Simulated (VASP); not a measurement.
Crystal: Pt.

```
Pt
1.0
     0.00000    1.96090    1.96090
     1.96090    0.00000    1.96090
     1.96090    1.96090    0.00000
Pt
1
Direct
  0.00000 0.00000 0.00000
```

| Quantity | Value |
| --- | --- |
| Program | VASP 6.6.1 |
| Task | relaxation of cell and atoms |
| Functional | LDA |
| Potentials or basis | VASP PAW LDA potentials, release 64 (Pt) |
| Cutoff | 600 eV |
| k mesh | 16 × 16 × 16 |
| Occupations | methfessel-paxton, width 0.1 eV |
| Spin | no spin polarisation |

At the start: pressure -5.6 GPa; volume 15.08 Å³/atom.

**Question.** Where does the relaxation end?

**Answer.** Over 4 steps the energy falls by 5.1 meV/atom and the volume is 14.79 Å³/atom (-1.9 %); space group Fm-3m (No. 225, to 0.05 Å).

The path:
| step | energy change (eV) | largest force (eV/Å) | pressure (GPa) | volume (Å³) |
| --- | --- | --- | --- | --- |
| 1 | 0.0000 | 0.0000 | -5.63 | 15.08 |
| 2 | 0.0466 | 0.0000 | 21.04 | 13.95 |
| 3 | -0.0051 | 0.0000 | -0.14 | 14.80 |
| 4 | -0.0051 | 0.0000 | -0.01 | 14.79 |

Final structure:
```cif
data_structure
_symmetry_space_group_name_H-M 'P 1'
_symmetry_Int_Tables_number 1
_cell_length_a 2.7554
_cell_length_b 2.7554
_cell_length_c 2.7554
_cell_angle_alpha 60.000
_cell_angle_beta 60.000
_cell_angle_gamma 60.000
_cell_volume 14.79
loop_
_atom_site_label
_atom_site_type_symbol
_atom_site_fract_x
_atom_site_fract_y
_atom_site_fract_z
_atom_site_occupancy
Pt1 Pt 0.00000 0.00000 0.00000 1
```
